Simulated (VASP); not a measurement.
Input:

```yaml
crystal:
  lattice:
    - [0.00000, 3.18140, 3.18140]
    - [3.18140, 0.00000, 3.18140]
    - [3.18140, 3.18140, 0.00000]
  atoms:
    - { symbol: Ta, position: [0.00000, 0.00000, 0.00000] }
    - { symbol: W, position: [0.25000, 0.25000, 0.25000] }
    - { symbol: W, position: [0.75000, 0.75000, 0.75000] }
    - { symbol: W, position: [0.50000, 0.50000, 0.50000] }
```

The numbers are results of PBEsol GGA, VASP's PBE PAW potentials (set 64) (plane waves; VASP), not measurements. Settings: 400 eV cut-off, Gaussian smearing of 0.050 eV, potentials Ta_pv W_sv.

Unless said otherwise, spin-orbit coupling is left out, though it shifts the bands of the heavy elements here.

Problem. Estimate the band gap (along the path) with the smallest direct gap where there is one.

Solution. 
```json
{
 "band gap (along the path)": "none (metal, semimetal or under 0.01 eV)"
}
```

The structure comes from a computed database's TaW3 entry (Fm-3m); how it stands against other phases isn't given here. It was relaxed first. The electron count is odd and the run is not spin-polarised, which forces a metal.
